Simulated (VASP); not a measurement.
A VASP calculation is set up with these files.

**KPOINTS**
```
Automatic mesh
0
G
  5 5 8
```

**POSCAR**
```
TiO2
1.0
  4.5289652809   0.0000000000   0.0000000000
  0.0000000000   4.5289652809   0.0000000000
  0.0000000000   0.0000000000   2.9358008473
Ti O
2 4
Cartesian
  0.0000000000   0.0000000000   0.0000000000
  2.2644826404   2.2644826404   1.4679004236
  1.3737261412   1.3737261412   0.0000000000
  3.6382087817   0.8907564992   1.4679004236
  0.8907564992   3.6382087817   1.4679004236
  3.1552391397   3.1552391397   0.0000000000
```

### INCAR
```
SYSTEM=TiO2
PREC=Accurate; ENCUT=620; LREAL=F
LASPH=T
EDIFF=1E-6; NELM=100; ALGO=Normal
LMAXMIX=4; LMIXTAU=T
ISMEAR=0; SIGMA=0.05
METAGGA=R2SCAN
IBRION=2; NSW=40; ISIF=3
EDIFFG=-0.02; PSTRESS=200
LWAVE=F; LCHARG=F
```

POTCAR, in this order: Ti_sv O (PBE.64 set). Program: vasp_std.

Write an equivalent input for Ansatz.

One equivalent input (not run):
Ansatz 0.2 input:
```yaml
crystal:
  lattice:
    - [4.5289653, 0.0000000, 0.0000000]
    - [0.0000000, 4.5289653, 0.0000000]
    - [0.0000000, 0.0000000, 2.9358008]
  atoms:
    - { symbol: Ti, position: [0.0000000, 0.0000000, 0.0000000] }
    - { symbol: Ti, position: [0.5000000, 0.5000000, 0.5000000] }
    - { symbol: O, position: [0.3033201, 0.3033201, 0.0000000] }
    - { symbol: O, position: [0.8033201, 0.1966799, 0.5000000] }
    - { symbol: O, position: [0.1966799, 0.8033201, 0.5000000] }
    - { symbol: O, position: [0.6966799, 0.6966799, 0.0000000] }
kpoints:
  mp_grid: { grid: [5, 5, 8] }
hamiltonian:
  xc: r2scan
  pseudopotentials: { kind: paw }
scf:
  occupations: { method: gaussian, width: 0.05 }
  max_iter: 100
relax:
  max_steps: 40
  f_tol: 0.02
  cell: { p_target: 20 }
output: { forces: true, stress: true, eigenvalues: true }
```
Limits of the translation: each code has its own PAW files, so the cut-off isn't converted (ENCUT is set for VASP's; basis.ecutwfc is left out, and Ansatz then takes the one that its files recommend); Ansatz stops its SCF on the density residual and VASP on the energy change (EDIFF).

The compound is TiO2 in the rutile structure. This run relaxes it under an external pressure of 20 GPa. Symmetry was kept, so distortions that lower it aren't found.
